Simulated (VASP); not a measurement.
Crystal: Ag2Au.

```
CELL_PARAMETERS angstrom
4.53594 0.00000 0.00000
-2.26797 3.92824 0.00000
0.00000 0.00000 3.16446
ATOMIC_POSITIONS crystal
Ag 0.33333 0.66667 0.51482
Ag 0.66667 0.33333 0.48518
Au 0.00000 0.00000 0.00000
```

The cell was built by a generator and needn't be a form met in nature.

* Program: VASP 6.6.1
* Task: relaxation of cell and atoms
* Functional: RPBE
* Potentials or basis: VASP PAW PBE potentials, release 64 (Ag, Au)
* Cutoff: 600 eV
* k mesh: 7 × 7 × 8
* Occupations: methfessel-paxton, width 0.2 eV
* Spin: no spin polarisation

At the start: pressure 2.9 GPa; volume 18.80 Å³/atom.

Q: How do energy, volume and symmetry change on relaxing?

A: Over 42 steps the energy falls by 125.7 meV/atom and the volume is 18.71 Å³/atom (-0.5 %); space group P-3m1 (No. 164, to 0.05 Å).

Step by step:
```
step  energy change (eV)  largest force (eV/Å)  pressure (GPa)  volume (Å³)
   1              0.0000                0.1075            2.88        56.39
   3             -0.1524                0.0513           -4.63        60.94
   5             -0.2678                0.0376           -1.59        57.98
   7             -0.2793                0.0470           -0.29        56.79
   9             -0.2803                0.0469            0.04        56.60
  11             -0.2805                0.0466            0.03        56.60
  13             -0.2824                0.0613           -0.19        56.77
  15             -0.2895                0.0982           -1.07        57.41
  17             -0.2931                0.1110           -1.89        58.07
  19             -0.2932                0.1096           -1.90        58.07
  21             -0.2936                0.1097           -1.92        58.09
  23             -0.2950                0.1088           -2.00        58.15
  25             -0.2994                0.1019           -2.32        58.41
  27             -0.3064                0.0658           -2.59        58.67
  29             -0.3278                0.0727           -1.51        57.97
  31             -0.3385                0.0394           -1.60        57.83
  33             -0.3747                0.0139            0.98        55.48
  35             -0.3764                0.0094            0.28        55.96
  37             -0.3768                0.0129           -0.11        56.20
  39             -0.3769                0.0120           -0.01        56.12
  41             -0.3770                0.0113            0.00        56.11
  42             -0.3770                0.0097           -0.03        56.13
```

Final structure:
```yaml
crystal:
  lattice:
    - [4.76803, 0.00000, 0.00000]
    - [-2.38401, 4.12923, 0.00000]
    - [0.00000, 0.00000, 2.85093]
  atoms:
    - { symbol: Ag, position: [0.33333, 0.66667, 0.67961] }
    - { symbol: Ag, position: [0.66667, 0.33333, 0.32039] }
    - { symbol: Au, position: [0.00000, 0.00000, 0.00000] }
```

Caveat: the PAW data sets were made with another functional, which shifts forces and pressure a little.
